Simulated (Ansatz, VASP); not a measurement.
# GaSbN2 (alpha-NaFeO2 type (invented)) in two plane-wave programs, part 2 of 2

Aim: how closely do two programs agree when they are given the same cell, functional and k mesh? The cell is generated by rule, not measured, and may not be a known phase. The two relaxations start from unlike cells of this crystal (the structure described is Ansatz's start), so only their ends are compared.

VASP 6.6.1 and Ansatz 0.2.0.

So far: Starting point; VASP: relaxation of cell and atoms, PBEsol.

### Step 3. Ansatz: relaxation of cell and atoms, PBEsol

Level of this step: Ansatz beside VASP: Kohn-Sham DFT, plane waves, PBEsol (Ansatz).

Ansatz runs on its default PAW (the set named soft_2) files.

Its own start cell and the same functional, mesh and smearing now go to Ansatz, which takes its cutoff from its data sets.

File input.yaml:

```yaml
crystal:
  lattice:
    - [1.552099, 0.896105, 5.069135]
    - [-1.552099, 0.896105, 5.069135]
    - [0.0, -1.79221, 5.069135]
  atoms:
    - { symbol: Ga, position: [1.0, 0.0, 0.0] }
    - { symbol: Sb, position: [0.5, 0.5, 0.5] }
    - { symbol: "N", position: [0.25, 0.25, 0.25] }
    - { symbol: "N", position: [0.75, 0.75, 0.75] }
kpoints:
  mp_grid: { grid: [9, 9, 9] }
hamiltonian:
  xc: pbesol
scf:
  occupations: { method: gaussian, width: 0.1 }
output:
  forces: true
  stress: true
  eigenvalues: true
relax:
  adjacent_minimum: "off"
  f_tol: 0.05
  max_steps: 80
  cell: { stress_tol: 0.5 }
```

On the command line:

```sh
$ ansatz run input.yaml --threads 2 --pin off --max-ram 5120MiB --backend cpu --events-out ev --progress --plain --runs-dir out
```

Numbers of over 12 decimals in the logs are rounded to 6 here.

Log:

```text
The last accepted step is kept in <dir> (removed where the run ends without a failure and the disk answers)
basis.fft_grid_basis auto: the FFT boxes are laid along the combinations [[1, 0, -1], [0, 1, -1], [0, 0, 1]] of the cell's own vectors, 3.104, 3.104 and 5.377 Å long. The dense box has 24×24×36 points. Along the cell's own vectors, as sized, it would have 36×36×36, 2.25 times as many. Of the 12 symmetry operations that the crystal satisfies within crystal.symmetry.tolerance (time reversal apart; of a slab, those that [...]
Engine: ansatz 0.2.0, x86_64-unknown-linux-gnu
Pseudopotentials: kind: paw
Pseudopotential: Ga, paw, valence charge 13, recommended cutoff 420 eV (normal), Ga.paw.azcp
Pseudopotential: Sb, paw, valence charge 15, recommended cutoff 420 eV (normal), Sb.paw.azcp
Pseudopotential: N, paw, valence charge 5, recommended cutoff 420 eV (normal), N.paw.azcp
Functional definition: PBEsol
  exchange = pbesol_x
  correlation = pbesol_c
Crystal: 4 atoms, lattice volume = 42.302 Å³
Basis set: ecut = 420 eV, 821 PW (Γ), FFT grids on a1−a3, a2−a3, a3, exchange–correlation on 48×48×72 points (8 copies of the dense FFT grid, shifted against one another)
Bands: 23, of which v1, the nominal top of the filled ones, is band 19 counted from 1 (18 counted from 0)
Symmetry: 12 space group operations
Space group: R-3m (ITA 166), of the structure as read, at distance tolerance 3.5e-5 Å
k-points: 85 of 729
Non-local potential: Ga, projectors of the file, l = 0: 2, l = 1: 2, l = 2: 3, l = 3: 1
Non-local potential: Sb, projectors of the file, l = 0: 2, l = 1: 2, l = 2: 2, l = 3: 2
Non-local potential: N, projectors of the file, l = 0: 2, l = 1: 2, l = 2: 1
PAW form: soft (Blöchl's): semilocal exchange-correlation on the pseudo side does not see the compensation charge
PAW frozen core: Ga, regenerated for the run's functional, and the local potential with it (the file was generated under x = pbe(κ = 0.804, μ = 0.219515), c = pbe(β = 0.066725))
PAW frozen core: Sb, regenerated for the run's functional, and the local potential with it (the file was generated under x = pbe(κ = 0.804, μ = 0.219515), c = pbe(β = 0.066725))
PAW frozen core: N, regenerated for the run's functional, and the local potential with it (the file was generated under x = pbe(κ = 0.804, μ = 0.219515), c = pbe(β = 0.066725))
PAW one-centre angular grid: Ga, 590 points (default); XC on 64 Gauss nodes
PAW one-centre angular grid: Sb, 590 points (default); XC on 64 Gauss nodes
PAW one-centre angular grid: N, 110 points (default); XC on 64 Gauss nodes
Initial density: superposition of atomic densities (neutral atoms: chi_scale 0, normalization atom), corrected by the library's trained network
Initial wavefunctions: pseudopotential atomic-orbital guess
Functional: x = pbesol(κ = 0.804, μ = 0.123457), c = pbesol(β = 0.046)
SCF iter   1: F=—  HF=-10905.147775 eV  |F-HF|=—  |Δ(HF+E_count)|=         —  Δρ=1.39e-2  dr2=8.19e-2  ethr=1.77e-3  ⟨swp⟩=5.1  Hψ=9021  notcnv=0
preconditioner: auto → Kerker (q_TF=auto, 2.680 Å⁻¹)  [metal: Δε(μ)=0.053 eV  Ē_g=19.625 eV  σ=0.100 eV  W_gap=0.29  n_scr=16 (ndim 8)  ℏωp=35.2 eV  f_vac=0.000  D(μ)=1.49/eV (n_scr^D=16)]
SCF iter   2: F=—  HF=-10905.127856 eV  |F-HF|=—  |Δ(HF+E_count)|=   1.99e-2  Δρ=3.70e-3  dr2=7.24e-3  ethr=2.16e-4  ⟨swp⟩=1.9  Hψ=2985  notcnv=0
SCF iter   3: F=—  HF=-10905.126691 eV  |F-HF|=—  |Δ(HF+E_count)|=   1.16e-3  Δρ=1.33e-3  dr2=1.32e-3  ethr=1.91e-5  ⟨swp⟩=2.3  Hψ=2686  notcnv=0
SCF iter   4: F=—  HF=-10905.126472 eV  |F-HF|=—  |Δ(HF+E_count)|=   2.19e-4  Δρ=3.47e-4  dr2=9.08e-5  ethr=3.48e-6  ⟨swp⟩=2.4  Hψ=3125  notcnv=0
SCF iter   5: F=—  HF=-10905.126411 eV  |F-HF|=—  |Δ(HF+E_count)|=   6.16e-5  Δρ=2.03e-4  dr2=3.47e-5  ethr=2.39e-7  ⟨swp⟩=2.5  Hψ=3195  notcnv=0
SCF iter   6: F=—  HF=-10905.126423 eV  |F-HF|=—  |Δ(HF+E_count)|=   1.27e-5  Δρ=6.18e-5  dr2=3.25e-6  ethr=9.14e-8  ⟨swp⟩=2.0  Hψ=2980  notcnv=0
SCF iter   7: F=—  HF=-10905.126423 eV  |F-HF|=—  |Δ(HF+E_count)|=   6.01e-7  Δρ=1.57e-5  dr2=1.41e-7  ethr=8.54e-9  ⟨swp⟩=2.0  Hψ=2435  notcnv=0
SCF iter   8: F=-10905.126423 eV  HF=-10905.126423 eV  |F-HF|=2.60e-9  |Δ(HF+E_count)|=   1.53e-8  Δρ=4.33e-6  dr2=8.13e-9  ethr=2.63e-10  ⟨swp⟩=4.3  Hψ=6851  notcnv=0
SCF 1 converged in 8 iterations: F = -10905.126423 eV  dr2 = 8.13e-9
  greatest PAW one-centre occupation: 0.999 electrons in one spin orbital (limit 2), on the Sb atom at site 1 (counted from 0), in its partial waves of l = 2
[...]
SCF iter   2: F=—  HF=-10906.401113 eV  |F-HF|=—  |Δ(HF+E_count)|=   7.19e-4  Δρ=7.99e-4  dr2=2.73e-5  ethr=3.70e-7  ⟨swp⟩=2.1  Hψ=2376  notcnv=0
SCF iter   3: F=—  HF=-10906.401359 eV  |F-HF|=—  |Δ(HF+E_count)|=   2.46e-4  Δρ=8.90e-5  dr2=6.75e-7  ethr=7.20e-8  ⟨swp⟩=2.0  Hψ=3146  notcnv=0
SCF iter   4: F=—  HF=-10906.401361 eV  |F-HF|=—  |Δ(HF+E_count)|=   2.13e-6  Δρ=3.20e-5  dr2=3.07e-7  ethr=1.78e-9  ⟨swp⟩=2.0  Hψ=2942  notcnv=0
SCF iter   5: F=—  HF=-10906.401361 eV  |F-HF|=—  |Δ(HF+E_count)|=   5.51e-8  Δρ=8.54e-6  dr2=4.78e-8  ethr=8.08e-10  ⟨swp⟩=2.0  Hψ=2988  notcnv=0
SCF iter   6: F=-10906.401361 eV  HF=-10906.401361 eV  |F-HF|=3.27e-9  |Δ(HF+E_count)|=   1.28e-8  Δρ=1.59e-6  dr2=2.88e-9  ethr=1.05e-11  ⟨swp⟩=3.1  Hψ=8070  notcnv=0
SCF 7 converged in 6 iterations: F = -10906.401361 eV  dr2 = 2.88e-9
relax step   7: F+E_penalty+E_count = -10906.40136094 eV  Δ(F+E_penalty+E_count) = -3.706e-2 eV  max|allowed force component| = 4.672e-3 eV/Å  Δτ_max = 0.0000 Å  P = +0.763 GPa  Ω = 48.808 Å³  stress off target by 9.58e-1 GPa  SCF on the basis re-selected at this cell (its energy is not comparable with the rows above)  (6 SCF iters)
[...]
relax step   8: F+E_penalty+E_count = -10906.40136784 eV  Δ(F+E_penalty+E_count) = -6.891e-6 eV  max|allowed force component| = 2.671e-3 eV/Å  Δτ_max = 0.0000 Å  P = +0.053 GPa  Ω = 49.001 Å³  energy of the carried Pulay correction = -5.217e-4 eV  (6 SCF iters, dr2 threshold 4.00e-7 eV, accepted)
[...]
relax step   9: F+E_penalty+E_count = -10906.40187542 eV  Δ(F+E_penalty+E_count) = -5.076e-4 eV  max|allowed force component| = 2.711e-3 eV/Å  Δτ_max = 0.0000 Å  P = +0.057 GPa  Ω = 49.001 Å³  stress off target by 7.71e-2 GPa  SCF on the basis re-selected at this cell (its energy is not comparable with the rows above)  (6 SCF iters)
basis re-selected at this cell: Δ(F+E_penalty+E_count) = -5.076e-4 eV, ΔP = +0.004 GPa vs the last step (what re-selecting the basis moved, of the pressure what is left beyond the Pulay correction that the steps carried, after the strain that the cell walked since its last selection, with what the two solves' SCF thresholds leave and, on support functions, any second-order correction that the steps lacked; it is no m [...]
SCF converged after 6 iterations
Free energy (F): -10906.401875 eV
Harris-Foulkes:  -10906.401875 eV  (|F-HF|=5.46e-12)
Internal energy: -10906.399292 eV  (E = F + TS)
E sigma→0 (E₀):  -10906.400584 eV
Entropy (-TS):   -0.002583 eV (-0.646 meV/atom)
Fermi energy:    13.804940 eV
--- Per-component energies (eV) ---
  E_band       = -57.973955
  E_kinetic    = 579.812363
  E_local      = -3144.098935  (includes V_loc(G=0)·N_el)
  E_nonlocal   = 886.146682
  E_hartree    = 1437.470544
  E_xc         = -324.809208
  E_vxc        = -306.577600  (∫ρ·V_xc dr)
  E_paw        = -6696.453241  (= ΣΔE_a)
  E_vpaw       = -948.197614  (= ΣTr[D̂ρ^β])
  E_aug_tail   = 0.000005  (compensation charges beyond the density's cutoff)
  E_ewald      = -3645.718535
  E_core_change = 1.251032  (= ΣΔE_core)
  E_smearing   = -0.002583  (= −TS)
  E_closure    = -0.000000  (closes the sum)
  Σ components = -10906.401875   (vs F -10906.401875, Δ=0.00e0)
--- Forces (eV/Å), atoms counted from 1 ---
  atom   1  Ga     0.00000000    -0.00000000     0.00000000
  atom   2  Sb    -0.00000000     0.00000000    -0.00000000
  atom   3  N      0.00000000     0.00000000     0.00271117
  atom   4  N     -0.00000000    -0.00000000    -0.00271117
  max |Σ_I F_I| component: 7.40e-17 eV/Å
--- Stress (GPa, compression-positive) ---
        0.047009      -0.000000       0.000000
       -0.000000       0.047009       0.000000
        0.000000       0.000000       0.077126
  P = ⅓ Tr σ = 0.0570 GPa (0.570 kbar)
--- Band table (eV; the first three rows and the last of 85) ---
  k-point 0: bands = [... 15 lower, 11.4577, 11.4577, 11.6985, 11.6985, 14.8199, 17.8090, 17.8090, 17.9380]
  k-point 1: bands = [... 15 lower, 11.2461, 11.3042, 11.5280, 12.5469, 15.4559, 16.3192, 17.9759, 18.7313]
  k-point 2: bands = [... 15 lower, 10.7560, 10.9081, 11.1483, 13.2661, 15.0702, 16.4408, 18.1385, 18.1727]
  k-point 84: bands = [... 15 lower, 10.9147, 11.1470, 11.8856, 14.2174, 14.9160, 17.3647, 18.2277, 18.3517]
--- Relaxed structure (7 steps of the walk, 7 accepted, 2 SCFs on fresh bases) ---
  F+E_penalty+E_count = -10906.40187542 eV   max|allowed force component| = 2.711e-3 eV/Å   (the final SCF, on the basis selected at the relaxed cell)
  cell:  # Å, volume = 49.0013 Å³
    - [1.618827, 0.934630, 5.397784]
    - [-1.618827, 0.934630, 5.397784]
    - [0, -1.869261, 5.397784]
  atoms:
    - { symbol: Ga, position: [1.0, 0.0, 5.551115123125783e-17] }
    - { symbol: Sb, position: [0.500000, 0.500000, 0.500000] }
    - { symbol: N, position: [0.263791, 0.263791, 0.263791] }
    - { symbol: N, position: [0.736209, 0.736209, 0.736209] }
```

### Step 4. Side by side

Known differences besides the potentials themselves: the data sets hold 38 valence electrons in Ansatz (on its default PAW (the set named soft_2) files) and 28 in VASP; the cutoff is 420 eV in Ansatz and 600 eV in VASP; Ansatz makes its cores anew for this functional, VASP keeps those of its PBE data sets; Ansatz adds a Pulay correction to the stress that steers its cell, VASP none. Total energies have different zeros and are not compared.

The two programs side by side:

```csv
quantity,Ansatz,VASP,difference
volume (Å³),49.00,48.94,+0.12 %
"edge a after relaxation, in the typed setting (Å)",5.712,5.707,+0.09 %
```

### Step 5. What came out

```yaml
difference_in_volume_relaxation_of_cell_and_atoms_pbesol: 0.12 %
```

**Reading.** The difference in volume is 0.12 % (relaxation of cell and atoms, PBEsol), within the 1.2 % picked in this series as the mark of a large difference, as far as the stopping tolerances let one tell. The data sets hold unlike numbers of valence electrons (38 in Ansatz and 28 in VASP), so part of the differences comes from the potentials. How closely two codes agree says nothing of how well the functional describes the real material.

[Lines on the potential files, build, host, timing and source positions are cut from VASP's logs without a mark.]

[Logs are printed without paths, hosts, clocks, repeated set-up lines and the standing remarks that a program may print on its own settings, such as how far it seeks lower states.]

[Hosts, paths, dates, database ids (printed as entryN), source tags and the programs' standing remarks are cut or masked in the printed files.]
